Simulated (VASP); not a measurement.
Output of a VASP run:

### OUTCAR
```
 ion  position               nearest neighbor table
   1  0.993  0.993  0.993-   6 2.33   7 2.33   8 2.33   5 2.41
   2  0.507  0.507  0.993-   6 2.33   7 2.33   8 2.33   5 2.41
   3  0.507  0.993  0.507-   6 2.33   7 2.33   8 2.33   5 2.41
   4  0.993  0.507  0.507-   6 2.33   7 2.33   8 2.33   5 2.41
   5  0.250  0.250  0.250-   1 2.41   2 2.41   3 2.41   4 2.41
   6  0.750  0.750  0.250-   1 2.33   2 2.33   3 2.33   4 2.33
   7  0.750  0.250  0.750-   1 2.33   2 2.33   3 2.33   4 2.33
   8  0.250  0.750  0.750-   1 2.33   2 2.33   3 2.33   4 2.33
  LATTYP: Found a simple cubic cell.
 ALAT       =     5.4231679820
 Subroutine PRICEL returns:
 Original cell was already a primitive cell.
 Subroutine GETGRP returns: Found 24 space group operations
The static configuration has the point symmetry C_3v.
 The point group associated with its full space group is T_d .
The dynamic configuration has the point symmetry C_3v.
 Subroutine INISYM returns: Found 24 space group operations
 Subroutine IBZKPT returns following result:
 Found     10 irreducible k-points:

 Following reciprocal coordinates:
            Coordinates               Weight
  0.000000  0.000000  0.000000      1.000000
  0.200000  0.000000  0.000000      6.000000
  0.400000  0.000000  0.000000      6.000000
  0.200000  0.200000  0.000000     12.000000
  0.400000  0.200000  0.000000     24.000000
  0.400000  0.400000  0.000000     12.000000
  0.200000  0.200000  0.200000      8.000000
  0.400000  0.200000  0.200000     24.000000
  0.400000  0.400000  0.200000     24.000000
  0.400000  0.400000  0.400000      8.000000
   k-points           NKPTS =     10   k-points in BZ     NKDIM =     10   number of bands    NBANDS=     43
   number of dos      NEDOS =    601   number of ions     NIONS =      8
   total plane-waves  NPLWV =  46656
   dimension x,y,z NGX =    36 NGY =   36 NGZ =   36
   dimension x,y,z NGXF=    72 NGYF=   72 NGZF=   72
   ions per type =               4   1   3
   PREC   = accura    normal or accurate (medium, high low for compatibility)
   ISTART =      0    job   : 0-new  1-cont  2-samecut
   ICHARG =      2    charge: 1-file 2-atom 10-const
   ISPIN  =      1    spin polarized calculation?
   LNONCOLLINEAR =      F non collinear calculations
   LSORBIT =      F    spin-orbit coupling
   INIWAV =      1    electr: 0-lowe 1-rand  2-diag
   ENCUT  =  400.0 eV  29.40 Ry    5.42 a.u.   8.84  8.84  8.84*2*pi/ulx,y,z
   NELM   =    100;   NELMIN=  2; NELMDL= -5     # of ELM steps
   EDIFF  = 0.1E-06   stopping-criterion for ELM
   LREAL  =      F    real-space projection
   NLSPLINE    = F    spline interpolate recip. space projectors
   LMAXMIX     =    4 max onsite mixed and CHGCAR
   VOSKOWN=      0    Vosko Wilk Nusair interpolation
   EDIFFG = 0.1E-05   stopping-criterion for IOM
   NSW    =      0    number of steps for IOM
   NBLOCK =      1;   KBLOCK =      1    inner block; outer block
   IBRION =     -1    ionic relax: 0-MD 1-quasi-New 2-CG
   NFREE  =      0    steps in history (QN), initial steepest desc. (CG)
   ISIF   =      2    stress and relaxation
   ISYM   =      2    0-nonsym 1-usesym 2-fastsym
   TEIN   =    0.0    initial temperature
   TEBEG  =    0.0;   TEEND  =   0.0 temperature during run
   SMASS  =  -3.00    Nose mass-parameter (am)
   PSTRESS=    0.0 pullay stress
   NELECT =      72.0000    total number of electrons
   EFERMI =   0.00;   METHOD = LEGACY
   ISMEAR =    -5;   SIGMA  =   0.20  broadening in eV -4-tet -1-fermi 0-gaus
   IALGO  =     38    algorithm
   LDIAG  =      T    sub-space diagonalisation (order eigenvalues)
   IMIX   =      4    mixing-type and parameters
     AMIX     =   0.40;   BMIX     =  1.00
     AMIX_MAG =   1.60;   BMIX_MAG =  1.00
     AMIN     =   0.10
   GGA     = PS    functional components
   VOSKOWN =     0    Vosko Wilk Nusair interpolation
   LHFCALC =     F    Hartree Fock is set to
   LHFONE  =     F    Hartree Fock one center treatment
   AEXX    =    0.0000 exact exchange contribution
   IVDW    =     0    specifies the selected vdW correction
   LEPSILON=     F    determine dielectric tensor
...
```

**OSZICAR**
```
       N       E                     dE             d eps       ncg     rms          rms(c)
DAV:   1     0.521569608675E+03    0.52157E+03   -0.28768E+04   860   0.168E+03
DAV:   2     0.356198733774E+02   -0.48595E+03   -0.47365E+03   887   0.396E+02
DAV:   3    -0.285017524287E+02   -0.64122E+02   -0.63579E+02   952   0.142E+02
DAV:   4    -0.309685844478E+02   -0.24668E+01   -0.24601E+01  1013   0.280E+01
DAV:   5    -0.310068454566E+02   -0.38261E-01   -0.38241E-01   980   0.363E+00    0.135E+01
DAV:   6    -0.294399104803E+02    0.15669E+01   -0.41048E+00  1201   0.466E+01    0.102E+01
DAV:   7    -0.295126016067E+02   -0.72691E-01   -0.39264E+00   905   0.812E+00    0.440E+00
DAV:   8    -0.294714554977E+02    0.41146E-01   -0.21309E-01  1092   0.500E+00    0.167E+00
DAV:   9    -0.294705715026E+02    0.88400E-03   -0.52398E-02  1079   0.273E+00    0.389E-01
DAV:  10    -0.294707339590E+02   -0.16246E-03   -0.29205E-03   980   0.487E-01    0.260E-01
DAV:  11    -0.294708878371E+02   -0.15388E-03   -0.10073E-03  1119   0.151E-01    0.630E-02
DAV:  12    -0.294708973283E+02   -0.94912E-05   -0.23547E-04   950   0.763E-02    0.444E-02
DAV:  13    -0.294709040266E+02   -0.66984E-05   -0.33848E-05  1047   0.399E-02    0.230E-02
DAV:  14    -0.294709063280E+02   -0.23013E-05   -0.74425E-06   933   0.217E-02    0.161E-02
DAV:  15    -0.294709053083E+02    0.10196E-05   -0.39609E-06  1245   0.169E-02    0.338E-03
DAV:  16    -0.294709054774E+02   -0.16911E-06   -0.15736E-06   969   0.847E-03    0.229E-03
DAV:  17    -0.294709054819E+02   -0.44893E-08   -0.75422E-08   495   0.267E-03
   1 F= -.29470905E+02 E0= -.29470905E+02  d E =0.000000E+00
```

OUTCAR:
```
------------------------ aborting loop because EDIFF is reached ----------------------------------------
  FORCE on cell =-STRESS in cart. coord.  units (eV):
  Direction    XX          YY          ZZ          XY          YZ          ZX
  --------------------------------------------------------------------------------------
  Total        0.0457365      0.0457365      0.0457365     -0.0000000     -0.0000000     -0.0000000
  in kB        0.4594244      0.4594244      0.4594244     -0.0000000     -0.0000000     -0.0000000
  external PRESSURE =       0.4594244 kB  Pullay stress =       0.0000000 kB
  volume of cell :      159.50
      direct lattice vectors                 reciprocal lattice vectors
     5.423167982  0.000000000  0.000000000     0.184394067  0.000000000  0.000000000
     0.000000000  5.423167982  0.000000000     0.000000000  0.184394067  0.000000000
     0.000000000  0.000000000  5.423167982     0.000000000  0.000000000  0.184394067
 POSITION                                       TOTAL-FORCE (eV/Angst)
 -----------------------------------------------------------------------------------
      5.38649      5.38649      5.38649         0.008987      0.008987      0.008987
      2.74826      2.74826      5.38649        -0.008987     -0.008987      0.008987
      2.74826      5.38649      2.74826        -0.008987      0.008987     -0.008987
      5.38649      2.74826      2.74826         0.008987     -0.008987     -0.008987
      1.35579      1.35579      1.35579         0.000000      0.000000      0.000000
      4.06738      4.06738      1.35579         0.000000     -0.000000      0.000000
      4.06738      1.35579      4.06738         0.000000      0.000000      0.000000
      1.35579      4.06738      4.06738         0.000000      0.000000     -0.000000
 -----------------------------------------------------------------------------------
    total drift:                               -0.000001     -0.000001     -0.000000
  FREE ENERGIE OF THE ION-ELECTRON SYSTEM (eV)
  ---------------------------------------------------
  free  energy   TOTEN  =       -29.4709054819 eV

  energy  without entropy=      -29.4709054819  energy(sigma->0) =      -29.47090548

 total charge

# of ion       s       p       d       tot
------------------------------------------
    1        0.535   0.495   9.796  10.826
    2        0.535   0.495   9.796  10.826
    3        0.535   0.495   9.796  10.826
    4        0.535   0.495   9.796  10.826
    5        1.434   2.453   0.034   3.921
    6        1.310   2.413   0.000   3.722
    7        1.310   2.413   0.000   3.722
    8        1.310   2.413   0.000   3.722
--------------------------------------------------
tot          7.503  11.671  39.219  58.393
```
(Selected blocks of OUTCAR.)

### POSCAR
```
Zn4S3Se
1
    5.4231679820     0.0000000000    -0.0000000000
   -0.0000000000     5.4231679820     0.0000000000
   -0.0000000000     0.0000000000     5.4231679820
Zn Se S
4 1 3
Direct
  0.9932370613   0.9932370613   0.9932370613
  0.5067629387   0.5067629387   0.9932370613
  0.5067629387   0.9932370613   0.5067629387
  0.9932370613   0.5067629387   0.5067629387
  0.2500000000   0.2500000000   0.2500000000
  0.7500000000   0.7500000000   0.2500000000
  0.7500000000   0.2500000000   0.7500000000
  0.2500000000   0.7500000000   0.7500000000
```

Write an INCAR and KPOINTS that could have produced this output.

One answer among several that fit: the input of the run itself, PBEsol GGA, plane waves, VASP's PBE PAW potentials (set 64).

KPOINTS:
```
Automatic mesh
0
Gamma
5 5 5
0 0 0
```

**INCAR**
```
LWAVE = .FALSE.
LASPH = .TRUE.   # aspherical one-centre terms
NEDOS = 601   # DOS grid
ENCUT = 400
ALGO = Normal   # blocked Davidson
GGA = PS   # PBEsol
LREAL = .FALSE.
LMAXMIX = 4   # l cut-off of mixed one-centre charges
PREC = Accurate
LEFG = .TRUE.
ISMEAR = -5   # tetrahedra, Bloechl
SYSTEM = Zn4S3Se
NELM = 100   # most electronic steps
EDIFF = 1E-7   # SCF stop (eV)
LCHARG = .TRUE.
LORBIT = 11   # lm-projected
ISIF = 2   # forces and stress, cell fixed
```

POTCAR, in this order: Zn Se S (PBE.64 set). Program: vasp_std.

The structure was generated: Zn4S3Se was put into an ordered model structure (P-43m), which need not be its known phase. It was relaxed first.
